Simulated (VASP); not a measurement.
## YHg: relaxation of cell and atoms with LDA

The system is YHg.

```
Y Hg
1.0
     3.72742    0.00000    0.00000
     0.00000    3.72742    0.00000
     0.00000    0.00000    3.72742
Y Hg
1 1
Direct
  0.50000 0.50000 0.50000
  0.00000 0.00000 0.00000
```

```yaml
Program: VASP 6.6.1
Task: relaxation of cell and atoms
Functional: LDA
Potentials_or_basis: VASP PAW LDA potentials, release 64 (Y_sv, Hg)
Cutoff: 600 eV
k_mesh: 12 × 12 × 12
Occupations: gaussian, width 0.1 eV
Spin: no spin polarisation
Dipole_correction: no
Further_INCAR_settings: ALGO = Fast; EDIFF = 1e-06; IBRION = 2; EDIFFG = -0.005; NSW = 70; ISIF = 3
```

- Relaxed volume: 23.91 Å³/atom
- Relaxed cell: a = 3.629 Å, b = 3.629 Å, c = 3.629 Å, α = 90.00°, β = 90.00°, γ = 90.00°
- Space group after relaxing (to 0.05 Å): Pm-3m (No. 221)
- Energy gained by relaxing: 36.4 meV/atom
- Ionic steps: 3
- Pressure after relaxing: 0.0 GPa
- Band gap on the k mesh: none (metal or under the smearing width)

The path:
| step | energy change (eV) | largest force (eV/Å) | pressure (GPa) | volume (Å³) |
| --- | --- | --- | --- | --- |
| 1 | 0.0000 | 0.0000 | -5.44 | 51.79 |
| 2 | -0.0417 | 0.0000 | 4.48 | 45.48 |
| 3 | -0.0728 | 0.0000 | -0.02 | 47.81 |

Final structure:
```
Y Hg
1.0
     3.62946    0.00000    0.00000
     0.00000    3.62946    0.00000
     0.00000    0.00000    3.62946
Y Hg
1 1
Direct
  0.50000 0.50000 0.50000
  0.00000 0.00000 0.00000
```

Levels at points of the mesh, in eV from the Fermi level:
```
           k point  band 10  band 11  band 12  band 13  band 14  band 15
(0.00, 0.00, 0.00)    -7.30     0.24     0.24     3.96     3.96     3.96
(0.50, 0.00, 0.00)    -5.02    -3.75    -0.06     1.02     1.02     3.68
(0.50, 0.50, 0.00)    -4.64    -0.50    -0.50     0.61     2.98     2.98
(0.50, 0.50, 0.50)    -2.14    -2.14    -2.14    -1.88     5.08     5.08
```

Run time: 110 s on 1 thread of Intel(R) Xeon(R) 6975P-C (Granite Rapids), on a shared host, peak memory 0.26 GiB.

Spin-orbit coupling is left out, which matters for the levels of Hg. LDA usually gives volumes a few per cent too small.
